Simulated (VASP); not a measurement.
## Moving the functional in Be2Al5

The cell as given:

```
Be Al
1.0
     6.41056    0.00000    0.00000
     0.00000    6.41056    0.00000
     0.00000    0.00000    2.68806
Be Al
2 5
Direct
  0.50000 0.00000 0.00000
  0.00000 0.50000 0.00000
  0.79066 0.79066 0.50000
  0.20934 0.20934 0.50000
  0.20934 0.79066 0.50000
  0.79066 0.20934 0.50000
  0.50000 0.50000 0.50000
```

The cell comes from a database or a generator and needn't be the stable form of this composition.

Kept alike: task relaxation of cell and atoms; k mesh 3 × 3 × 7; occupations fermi-dirac, width 0.05 eV; no spin polarisation. Program: VASP, PAW files Al, Be, 600 eV. The mesh is that of the run's cell of 7 atoms. No spin-orbit coupling.

| functional | volume (Å³/atom) | first edge of the run's cell (Å) | third edge of the run's cell (Å) |
| --- | --- | --- | --- |
| AM05 | 15.460 | 6.316 | 2.713 |
| BLYP | 16.751 | 6.629 | 2.669 |
| LDA | 15.168 | 6.275 | 2.696 |
| PBE | 15.807 | 6.362 | 2.734 |
| PBEsol | 15.549 | 6.327 | 2.719 |
| PW91 | 15.894 | 6.371 | 2.741 |
| RPBE | - | 6.393 | 2.752 |
| optB88-vdW | 16.069 | 6.445 | 2.708 |
| rev-vdW-DF2 | 15.823 | 6.365 | 2.734 |
| revPBE | 16.044 | 6.390 | 2.750 |
| vdW-DF-cx | 15.833 | 6.363 | 2.737 |

The relaxations keep at least the cell's symmetry (P4/mmm). For a metal such a mesh leaves the last digits unconverged. Relaxations stop with a little pressure left, so the last digits of a volume or edge aren't settled. A dash stands where a model potential gives no energy or stress, or where a value looked faulty or was in doubt. Potentials were made for PBE (AM05, BLYP, PBE, PBEsol, PW91, RPBE, optB88-vdW, rev-vdW-DF2, revPBE, vdW-DF-cx); LDA (LDA).

Question: What does the functional change here?

Answer: The volume runs from 15.168 (LDA) to 16.751 Å³/atom (BLYP). From PBE: AM05 -0.347; BLYP +0.944; LDA -0.639; PBEsol -0.258; PW91 +0.087; optB88-vdW +0.262; rev-vdW-DF2 +0.016; revPBE +0.237; vdW-DF-cx +0.026. The first edge of the run's cell runs from 6.275 (LDA) to 6.629 Å (BLYP). From PBE: AM05 -0.046; BLYP +0.267; LDA -0.087; PBEsol -0.035; PW91 +0.009; RPBE +0.031; optB88-vdW +0.083; rev-vdW-DF2 +0.003; revPBE +0.028; vdW-DF-cx +0.001. The third edge of the run's cell runs from 2.669 (BLYP) to 2.752 Å (RPBE). From PBE: AM05 -0.021; BLYP -0.065; LDA -0.038; PBEsol -0.015; PW91 +0.007; RPBE +0.018; optB88-vdW -0.026; rev-vdW-DF2 +0.000; revPBE +0.016; vdW-DF-cx +0.003.
